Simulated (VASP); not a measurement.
Calculation: MS2 meta-GGA, VASP's PBE PAW potentials (set 64) (plane waves; VASP).

Input for VASP

File POSCAR:
```
Cu
1
    0.0000000000     1.7753889606     1.7753889606
    1.7753889606     0.0000000000     1.7753889606
    1.7753889606     1.7753889606     0.0000000000
Cu
1
Direct
  1.0000000000   0.0000000000   1.0000000000
```

KPOINTS:
```
kpoints
0
G
 16 16 16
```

**INCAR**
```
! general
SYSTEM  = Cu
PREC    = Accurate
ENCUT   = 520
LREAL   = .FALSE.
LASPH   = .TRUE.

! electronic loop
EDIFF   = 1E-6
NELM    = 100
ALGO    = Normal
LMAXMIX = 4
LMIXTAU = .TRUE.

! smearing
ISMEAR  = 1
SIGMA   = 0.1

! functional
METAGGA = MS2

! ions
IBRION  = 2
NSW     = 60
ISIF    = 3
EDIFFG  = -0.01

! output
LWAVE   = .FALSE.
LCHARG  = .FALSE.
```

POTCAR, in this order: Cu (PBE.64 set). Program: vasp_std.

Output of the run:

**OSZICAR**
```
       N       E                     dE             d eps       ncg     rms          rms(c)
DAV:   1     0.260533788929E+02    0.26053E+02   -0.54916E+03  2698   0.198E+03
DAV:   2    -0.127488558196E+02   -0.38802E+02   -0.36500E+02  2630   0.189E+02
DAV:   3    -0.131560029925E+02   -0.40715E+00   -0.40536E+00  3120   0.289E+01
DAV:   4    -0.131583514754E+02   -0.23485E-02   -0.23482E-02  3226   0.190E+00
DAV:   5    -0.131583706228E+02   -0.19147E-04   -0.19146E-04  3071   0.139E-01    0.120E+01
DAV:   6    -0.844221738615E+01    0.47162E+01   -0.79340E+01  2804   0.212E+02    0.986E+00
DAV:   7    -0.560708156620E+01    0.28351E+01   -0.15016E+01  2811   0.949E+01    0.581E-01
DAV:   8    -0.559111888328E+01    0.15963E-01   -0.18321E-01  3324   0.955E+00    0.458E-01
DAV:   9    -0.558524324430E+01    0.58756E-02   -0.91462E-03  2767   0.247E+00    0.308E-01
DAV:  10    -0.558328339062E+01    0.19599E-02   -0.42765E-02  2770   0.527E+00    0.206E-01
DAV:  11    -0.558226769097E+01    0.10157E-02   -0.57300E-03  2794   0.196E+00    0.247E-02
DAV:  12    -0.558226103465E+01    0.66563E-05   -0.13228E-04  3045   0.284E-01    0.540E-03
DAV:  13    -0.558225291400E+01    0.81206E-05   -0.11158E-05  2708   0.754E-02    0.535E-03
DAV:  14    -0.558224744500E+01    0.54690E-05   -0.23307E-06  1475   0.330E-02    0.988E-04
DAV:  15    -0.558224743199E+01    0.13017E-07   -0.55467E-07  1391   0.192E-02
   1 F= -.55822474E+01 E0= -.55822711E+01  d E =-.558225E+01
       N       E                     dE             d eps       ncg     rms          rms(c)
DAV:   1    -0.558542551850E+01   -0.31781E-02   -0.62229E-02  2745   0.652E+00    0.457E-01
DAV:   2    -0.558297262093E+01    0.24529E-02   -0.49247E-02  2750   0.518E+00    0.188E-01
DAV:   3    -0.558214001346E+01    0.83261E-03   -0.89540E-03  2747   0.229E+00    0.730E-02
DAV:   4    -0.558208207406E+01    0.57939E-04   -0.54360E-04  3174   0.486E-01    0.270E-02
DAV:   5    -0.558209554107E+01   -0.13467E-04   -0.19219E-04  2781   0.350E-01    0.769E-03
DAV:   6    -0.558208900906E+01    0.65320E-05   -0.94266E-06  2618   0.784E-02    0.808E-04
DAV:   7    -0.558208725890E+01    0.17502E-05   -0.45979E-08  1391   0.550E-03    0.124E-03
DAV:   8    -0.558208585723E+01    0.14017E-05   -0.31255E-07  1328   0.154E-02    0.760E-05
DAV:   9    -0.558208570995E+01    0.14728E-06   -0.10176E-08  1327   0.216E-03
   2 F= -.55820857E+01 E0= -.55821107E+01  d E =0.161722E-03
       N       E                     dE             d eps       ncg     rms          rms(c)
DAV:   1    -0.558296425635E+01   -0.87840E-03   -0.16769E-02  2740   0.341E+00    0.236E-01
DAV:   2    -0.558264228632E+01    0.32197E-03   -0.13005E-02  2746   0.266E+00    0.961E-02
DAV:   3    -0.558224133537E+01    0.40095E-03   -0.23650E-03  2747   0.118E+00    0.380E-02
DAV:   4    -0.558219640234E+01    0.44933E-04   -0.14890E-04  3198   0.255E-01    0.140E-02
DAV:   5    -0.558218335225E+01    0.13050E-04   -0.50830E-05  2676   0.179E-01    0.382E-03
DAV:   6    -0.558218564954E+01   -0.22973E-05   -0.23553E-06  1426   0.395E-02    0.400E-04
DAV:   7    -0.558218666460E+01   -0.10151E-05   -0.36669E-08  1322   0.387E-03    0.596E-04
DAV:   8    -0.558218726187E+01   -0.59727E-06   -0.71973E-08  1315   0.755E-03
   3 F= -.55821873E+01 E0= -.55822116E+01  d E =0.601701E-04
```

### OUTCAR
```
------------------------ aborting loop because EDIFF is reached ----------------------------------------
  FORCE on cell =-STRESS in cart. coord.  units (eV):
  Direction    XX          YY          ZZ          XY          YZ          ZX
  --------------------------------------------------------------------------------------
  Total        0.0029445      0.0029445      0.0029445      0.0000000     -0.0000000     -0.0000000
  in kB        0.4222456      0.4222456      0.4222456      0.0000000     -0.0000000     -0.0000000
  external PRESSURE =       0.4222456 kB  Pullay stress =       0.0000000 kB
  volume of cell :       11.17
      direct lattice vectors                 reciprocal lattice vectors
     0.000000000  1.774361624  1.774361624    -0.281791487  0.281791487  0.281791487
     1.774361624  0.000000000  1.774361624     0.281791487 -0.281791487  0.281791487
     1.774361624  1.774361624 -0.000000000     0.281791487  0.281791487 -0.281791487
 POSITION                                       TOTAL-FORCE (eV/Angst)
 -----------------------------------------------------------------------------------
      0.00000      0.00000      0.00000        -0.000000      0.000000      0.000000
 -----------------------------------------------------------------------------------
    total drift:                               -0.000000     -0.000000     -0.000000
  FREE ENERGIE OF THE ION-ELECTRON SYSTEM (eV)
  ---------------------------------------------------
  free  energy   TOTEN  =        -5.5821872619 eV

  energy  without entropy=       -5.5822601819  energy(sigma->0) =       -5.58221157

 reached required accuracy - stopping structural energy minimisation
```
(Selected blocks of OUTCAR.)

**CONTCAR**
```
Cu
   1.00000000000000
     0.0000000000000000    1.7743616243077418    1.7743616243077418
     1.7743616243077418    0.0000000000000000    1.7743616243077418
     1.7743616243077418    1.7743616243077418   -0.0000000000000000
  Cu
     1
Direct
     0.0000000000000000    0.0000000000000000    0.0000000000000000
```

### OUTCAR
```
 val. band max:        7.9861708579   @ k =   0.5000   0.1875   0.0625

 cond. band min:       8.0734033115   @ k =   0.5000   0.3125   0.1250


 Fermi energy:         7.9977934152

 k-point     1 :       0.0000    0.0000    0.0000
  band No.  band energies     occupation
      1      -1.8592      2.00000
      2       4.8659      2.00000
      3       4.8659      2.00000
      4       4.8659      2.00000
      5       5.6990      2.00000
      6       5.6990      2.00000
      7      30.7532      0.00000
      8      34.1591      0.00000
      9      34.1591      0.00000

 k-point     2 :       0.0625    0.0000    0.0000
  band No.  band energies     occupation
      1      -1.7098      2.00000
      2       4.8320      2.00000
      3       4.8950      2.00000
      4       4.8950      2.00000
      5       5.6872      2.00000
      6       5.6872      2.00000
      7      30.1175      0.00000
      8      32.4623      0.00000
      9      33.7539      0.00000

 k-point     3 :       0.1250    0.0000    0.0000
  band No.  band energies     occupation
      1      -1.2684      2.00000
      2       4.7422      2.00000
      3       4.9656      2.00000
      4       4.9657      2.00000
      5       5.6677      2.00000
      6       5.6677      2.00000
      7      27.4767      0.00000
      8      31.6485      0.00000
      9      33.0355      0.00000

 k-point     4 :       0.1875    0.0000    0.0000
  band No.  band energies     occupation
      1      -0.5583      2.00000
      2       4.6328      2.00000
      3       5.0247      2.00000
      4       5.0247      2.00000
      5       5.6909      2.00000
      6       5.6909      2.00000
      7      24.2220      0.00000
      8      31.2929      0.00000
      9      32.3748      0.00000

 k-point     5 :       0.2500    0.0000    0.0000
  band No.  band energies     occupation
      1       0.3644      2.00000
      2       4.5719      2.00000
      3       5.0141      2.00000
...
```

The compound is Cu in the fcc structure. This run relaxes it. Symmetry was kept, so distortions that lower it aren't found. The start is the result of an earlier pass.
